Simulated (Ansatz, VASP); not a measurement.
# Cross-check of Ni (Ni strained to the junction's net) between VASP and Ansatz, part 2 of 2

Wanted: the spread between two codes on one cell, functional and k mesh. The structure shown is the end of the Ansatz relaxation below.

VASP 6.6.1 and Ansatz 0.2.0.

So far: The starting structure; Ansatz: relaxation, PBE; VASP: single point, PBE.

### 3. VASP: single point, PBE (continued)

Level of this step: PBE, spin-polarised from a ferromagnetic start; plane waves and PAW (Ni) (VASP).

Numbers of over 12 decimals in the logs are rounded to 6 here.

OUTCAR, selected parts (step 3):

```text
ion  position               nearest neighbor table
   1  0.667  0.333  0.000-   6 2.49   7 2.49   4 2.49   8 2.49   9 2.49   5 2.49   3 2.51   2 2.51
                             3 2.51   2 2.51   2 2.51   3 2.51
   2  0.000  0.000  0.000-   4 2.49   5 2.49   7 2.49   9 2.49   8 2.49   6 2.49   1 2.51   3 2.51
                             3 2.51   1 2.51   1 2.51   3 2.51
   3  0.333  0.667  0.000-   8 2.49   4 2.49   7 2.49   6 2.49   5 2.49   9 2.49   1 2.51   2 2.51
                             1 2.51   2 2.51   2 2.51   1 2.51
   4  0.000  0.667  0.333-   2 2.49   3 2.49   1 2.49   8 2.49   9 2.49   7 2.49   5 2.51   6 2.51
                             6 2.51   6 2.51   5 2.51   5 2.51
   5  0.333  0.333  0.333-   2 2.49   3 2.49   1 2.49   8 2.49   7 2.49   9 2.49   4 2.51   6 2.51
                             6 2.51   6 2.51   4 2.51   4 2.51
   6  0.667  0.000  0.333-   1 2.49   2 2.49   3 2.49   7 2.49   9 2.49   8 2.49   4 2.51   5 2.51
                             4 2.51   5 2.51   5 2.51   4 2.51
   7  0.000  0.333  0.667-   2 2.49   1 2.49   3 2.49   6 2.49   5 2.49   4 2.49   9 2.51   8 2.51
                             8 2.51   8 2.51   9 2.51   9 2.51
   8  0.333  0.000  0.667-   3 2.49   2 2.49   1 2.49   4 2.49   5 2.49   6 2.49   7 2.51   9 2.51
                             7 2.51   9 2.51   7 2.51   9 2.51
   9  0.667  0.667  0.667-   2 2.49   1 2.49   3 2.49   6 2.49   4 2.49   5 2.49   7 2.51   8 2.51
                             8 2.51   8 2.51   7 2.51   7 2.51

  LATTYP: Found a hexagonal cell.
 ALAT       =     4.3440000000
 C/A-ratio  =     1.3977060369

 Subroutine GETGRP returns: Found 12 space group operations
 (whereof 12 operations were pure point group operations)

The static configuration has the point symmetry D_3d.

 Found     81 irreducible k-points:

   k-points           NKPTS =     81   k-points in BZ     NKDIM =     81   number of bands    NBANDS=     64

   dimension x,y,z NGX =    36 NGY =   36 NGZ =   50
   dimension x,y,z NGXF=    72 NGYF=   72 NGZF=  100

   ENCUT  =  600.0 eV  44.10 Ry    6.64 a.u.   8.68  8.68 12.13*2*pi/ulx,y,z

   NELECT =      90.0000    total number of electrons

 k-points in reciprocal lattice and weights: Automatic mesh
   0.00000000  0.00000000  0.00000000       0.001
   0.08333333  0.00000000  0.00000000       0.008
   0.16666667 -0.00000000  0.00000000       0.008
   0.25000000  0.00000000  0.00000000       0.008
   0.33333333 -0.00000000  0.00000000       0.008
   0.41666667  0.00000000  0.00000000       0.008
   0.50000000  0.00000000  0.00000000       0.004
   0.08333333  0.08333333  0.00000000       0.008
   0.16666667  0.08333333  0.00000000       0.017
[...]
0.33333333  0.33333333  0.40000000       0.003
  -0.33333333 -0.33333333  0.40000000       0.003

 average (electrostatic) potential at core
       1 -82.1676       2 -82.1676       3 -82.1676       4 -82.1676       5 -82.1676
       6 -82.1676       7 -82.1676       8 -82.1676       9 -82.1676

 E-fermi :   9.1790

 spin component 1
 k-point     1 :       0.0000    0.0000    0.0000
  band No.  band energies     occupation
    ...
     44       8.2974      0.99985
     45       8.2974      0.99985
     46       8.2974      0.99985
     47       8.2974      0.99985
     48       8.2974      0.99985
     49      13.7778      0.00000
     50      13.7778      0.00000
     51      13.7778      0.00000
     52      13.7778      0.00000
     53      13.7778      0.00000
    ...

 k-point     2 :       0.0833    0.0000    0.0000
  band No.  band energies     occupation
    ...
     44       8.4011      0.99958
     45       8.4011      0.99958
     46       8.4172      0.99951
     47       8.4172      0.99951
     48       8.4231      0.99948
     49      12.3079      0.00000
     50      13.0238      0.00000
     51      13.0238      0.00000
     52      14.5084      0.00000
     53      14.5084      0.00000
    ...

 k-point     3 :       0.1667   -0.0000    0.0000
  band No.  band energies     occupation
    ...
     44       8.5171      0.99867
     45       8.5171      0.99867
     46       8.5293      0.99849
     47       8.6951      0.99215
     48       8.6951      0.99215
     49      11.0685      0.00000
     50      12.3483      0.00000
     51      12.3483      0.00000
     52      14.0866      0.00000
     53      14.0866      0.00000
    ...

 k-point     4 :       0.2500    0.0000    0.0000
  band No.  band energies     occupation
    ...
     44       8.5686      0.99777
     45       8.5686      0.99777
     46       8.6139      0.99650
     47       9.0424      0.79672
     48       9.0424      0.79672
     49      10.0949      0.00011
     50      11.7593      0.00000
     51      11.7593      0.00000
     52      12.9642      0.00000
     53      12.9642      0.00000
    ...

 k-point     5 :       0.3333   -0.0000    0.0000
  band No.  band energies     occupation
    ...
     42       8.4749      0.99913
     43       8.5137      0.99871
     44       8.5141      0.99871
     45       8.5141      0.99871
     46       8.6752      0.99355
     47       9.3787      0.11957
     48       9.4330      0.07310
     49       9.4330      0.07310
     50      11.2755      0.00000
     51      11.2755      0.00000
    ...

 k-point     6 :       0.4167    0.0000    0.0000
  band No.  band energies     occupation
    ...
     43       8.5622      0.99791
     44       8.5622      0.99791
     45       8.6098      0.99664
     46       8.7124      0.99068
     47       8.8655      0.95834
     48       9.8724      0.00097
     49       9.8724      0.00097
     50      10.9403      0.00000
     51      10.9403      0.00000
     52      11.0674      0.00000
    ...

  Total       -1.9110101     -1.9110101     -0.1149938      0.0000000      0.0000000     -0.0000000
  in kB      -30.8572794    -30.8572794     -1.8568173      0.0000000      0.0000000     -0.0000000
  external PRESSURE =     -21.1904587 kB  Pullay stress =       0.0000000 kB

  energy-cutoff  :      600.00
  volume of cell :       99.22
      direct lattice vectors                 reciprocal lattice vectors
     4.344000000  0.000000000  0.000000000     0.230202578  0.132907521  0.000000000
    -2.172000000  3.762014354  0.000000000     0.000000000  0.265815041  0.000000000
     0.000000000  0.000000000  6.071635024     0.000000000  0.000000000  0.164700282

 POSITION                                       TOTAL-FORCE (eV/Angst)
 -----------------------------------------------------------------------------------
      2.17200      1.25400      0.00000        -0.000000      0.000000      0.000000
      0.00000      0.00000      0.00000        -0.000000     -0.000000      0.000000
     -0.00000      2.50801      0.00000        -0.000000      0.000000      0.000000
     -1.44800      2.50801      2.02388         0.000000     -0.000000     -0.000000
      0.72400      1.25400      2.02388        -0.000000     -0.000000     -0.000000
      2.89600      0.00000      2.02388         0.000000     -0.000000     -0.000000
     -0.72400      1.25400      4.04776         0.000000      0.000000      0.000000
      1.44800      0.00000      4.04776         0.000000     -0.000000      0.000000
      1.44800      2.50801      4.04776         0.000000     -0.000000      0.000000
 -----------------------------------------------------------------------------------
    total drift:                               -0.000000      0.000000      0.000000

  FREE ENERGIE OF THE ION-ELECTRON SYSTEM (eV)
  ---------------------------------------------------
  free  energy   TOTEN  =       -49.4687735019 eV

  energy  without entropy=      -48.9763776818  energy(sigma->0) =      -49.22257559

 total charge
# of ion       s       p       d       tot
------------------------------------------
    1        0.492   0.486   8.309   9.287
    2        0.492   0.486   8.309   9.287
    3        0.492   0.486   8.309   9.287
    4        0.492   0.486   8.309   9.287
    5        0.492   0.486   8.309   9.287
    6        0.492   0.486   8.309   9.287
    7        0.492   0.486   8.309   9.287
    8        0.492   0.486   8.309   9.287
    9        0.492   0.486   8.309   9.287
--------------------------------------------------
tot          4.428   4.372  74.783  83.583

 magnetization (x)
# of ion       s       p       d       tot
------------------------------------------
    1       -0.006  -0.024   0.659   0.629
    2       -0.006  -0.024   0.659   0.629
    3       -0.006  -0.024   0.659   0.629
    4       -0.006  -0.024   0.659   0.629
    5       -0.006  -0.024   0.659   0.629
    6       -0.006  -0.024   0.659   0.629
    7       -0.006  -0.024   0.659   0.629
    8       -0.006  -0.024   0.659   0.629
    9       -0.006  -0.024   0.659   0.629
--------------------------------------------------
tot         -0.056  -0.216   5.935   5.663

[... 6 further parts left out ...]
```

The run ends at a pressure of -2.12 GPa.

### 4. Side by side

Known differences besides the potentials themselves: VASP starts from the moments at which Ansatz ended; the data sets hold 162 valence electrons in Ansatz (on its default PAW (the set named soft_2) files) and 90 in VASP; the cutoff is 420 eV in Ansatz and 600 eV in VASP; Ansatz's pressure holds a Pulay correction, VASP's none; site moments are counted in spheres of each program's own size. Total energies have different zeros and are not compared.

Compared:

```csv
quantity,Ansatz,VASP,difference
pressure (GPa),-1.99,-2.12,+0.13
total moment (μB),5.67,5.55,+0.12
moment on Ni1 (μB),0.67,0.63,+0.04
moment on Ni2 (μB),0.67,0.63,+0.04
moment on Ni3 (μB),0.67,0.63,+0.04
moment on Ni4 (μB),0.67,0.63,+0.04
moment on Ni5 (μB),0.67,0.63,+0.04
moment on Ni6 (μB),0.67,0.63,+0.04
moment on Ni7 (μB),0.67,0.63,+0.04
moment on Ni8 (μB),0.67,0.63,+0.04
```

### 5. Summary of results

| Quantity | Value |
| --- | --- |
| difference in total moment (single point, PBE) | 0.12 μB |

What this shows: The difference in total moment is 0.12 μB (single point, PBE). The data sets hold unlike numbers of valence electrons (162 in Ansatz and 90 in VASP), so part of the differences comes from the potentials. Such differences can come from data sets, numerical settings and the points named under the comparisons, not from the functional's error against experiment.

[Lines on the potential files, build, host, timing and source positions are cut from VASP's logs without a mark.]

[Logs are printed without paths, hosts, clocks, repeated set-up lines and the standing remarks that a program may print on its own settings, such as how far it seeks lower states.]

[Hosts, paths, dates, database ids (printed as entryN), source tags and the programs' standing remarks are cut or masked in the printed files.]
